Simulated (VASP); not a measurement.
A cell of Rb2S (relaxed from the CdI2 structure, space group P-3m1) near equilibrium:

```xyz
3
Lattice="5.0396 0.0000 0.0000 -2.5198 4.3644 0.0000 0.0000 0.0000 5.9296" Properties=species:S:1:pos:R:3 pbc="T T T"
S     -2.5198     4.3644     0.0000
Rb     0.0000     2.9096     1.3530
Rb     2.5198     1.4548     4.5766
```

Level of theory: PBEsol GGA, VASP's PBE PAW potentials (set 64) (plane waves; VASP).

| run | ΔE (meV/atom) | σxx | σyy | σzz | largest shear component, with its sign (GPa) | largest force (eV/Å) | gap (eV) |
|---|---|---|---|---|---|---|---|
| as it is | 0.0 | -0.05 | -0.05 | -0.07 | 0.00 | 0.017 | 1.33 |
| after one change | 0.2 | 0.15 | 0.15 | -0.01 | 0.00 | 0.000 | 1.36 |
Stress is in GPa, positive when the cell is compressed; gaps are those on the k-mesh, and 0.00 means metallic.

Q: What was changed between the two runs?
(A) isotropic strain of -0.5 % with the ions relaxed
(B) biaxial strain of -4.0 % in the xz plane
(C) uniaxial strain of +1.0 % along y

A: A, isotropic strain of -0.5 % with the ions relaxed

The structure was generated: Rb2S was put into the CdI2 type (P-3m1), which need not be its known phase.
